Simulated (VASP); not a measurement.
Given:

```
Ru2W
1.0
   -1.72274     1.72274     4.21648
    1.72274    -1.72274     4.21648
    1.72274     1.72274    -4.21648
W Ru
1 2
Direct
  0.00000   0.00000   0.00000
  0.33530   0.33530   0.00000
  0.66470   0.66470   0.00000
```

Computed with PBE GGA, VASP's PBE PAW potentials (set 64) (plane waves; VASP). Numerical set-up: 300 eV cut-off, 7×7×7 Γ-centred mesh, Gaussian smearing of 0.10 eV, potentials W_sv Ru_pv.

At this cut-off the stress carries a Pulay error, which pulls relaxed volumes low.

Problem. Which forces act on the atoms, in eV/Å?

Solution. 
```json
[
 {"atom": "W1", "Fx": "0.000", "Fy": "0.000", "Fz": "0.000"},
 {"atom": "Ru2", "Fx": "0.000", "Fy": "0.000", "Fz": "0.648"},
 {"atom": "Ru3", "Fx": "0.000", "Fy": "0.000", "Fz": "-0.648"}
]
```

Problem. Give the stress tensor in GPa (positive for a compressed cell).

Solution. 
```
-27.87    0.00    0.00
  0.00  -27.87    0.00
  0.00    0.00  -17.92
```
The pressure is its mean diagonal, -24.55 GPa.

The structure was generated: Ru2W was put into an ordered model structure, which need not be its known phase. The cell was not relaxed at this level. The k-mesh is coarse (spacing up to 0.37 per Å, 2π included), so the numbers may not be converged in it.
